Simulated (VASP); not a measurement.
Wanted: the native input for a VASP 6.6.1 run.

```
Task                   : single point
Functional             : PBE
Potentials or basis    : VASP PAW PBE potentials, release 64 (Hf_pv, B)
Cutoff                 : 520 eV
k mesh                 : 6 × 6 × 6
Occupations            : gaussian, width 0.1 eV
Spin                   : no spin polarisation
Dipole correction      : no
Further INCAR settings : ALGO = Fast; EDIFF = 1e-07; NBANDS = 14
```

The structure of HfB lies in POSCAR:

```
HfB
1.0
    0.0000000000      2.3100000000      2.3100000000
    2.3100000000      0.0000000000      2.3100000000
    2.3100000000      2.3100000000      0.0000000000
Hf B
1 1
Direct
    0.5000000000      0.5000000000      0.5000000000
    0.0000000000      0.0000000000      0.0000000000
```

One way to write it, as run:

INCAR

```
SYSTEM = HfB
ALGO = Fast
EDIFF = 1E-7
ENCUT = 520
GGA = PE
ISIF = 2
ISMEAR = 0
LASPH = .True.
LCHARG = .False.
LREAL = .False.
LWAVE = .False.
NBANDS = 14
NELM = 80
PREC = Accurate
SIGMA = 0.1
```

KPOINTS

```
k-points
0
Gamma
  6 6 6
  0 0 0
```

Potentials or basis: VASP PAW PBE potentials, release 64 (Hf_pv, B).

Command:

```bash
$ cat potpaw_PBE.64/Hf_pv/POTCAR potpaw_PBE.64/B/POTCAR > POTCAR
$ mpirun -np 1 vasp_std > vasp.out
```

Results of the run:

- Pressure: 30.7 GPa
- Band gap on the k mesh: none (metal or under the smearing width)

Caveat: the k mesh is coarse (spacing up to 0.39 Å⁻¹), so the values aren't converged; a pressure of tens of GPa on the cell as given is suspect, and the run, the potentials or the cell itself is likely at fault.

Run time: 14 s on 1 thread of AMD EPYC 7571, with other jobs on the host, peak memory 0.1 GiB.
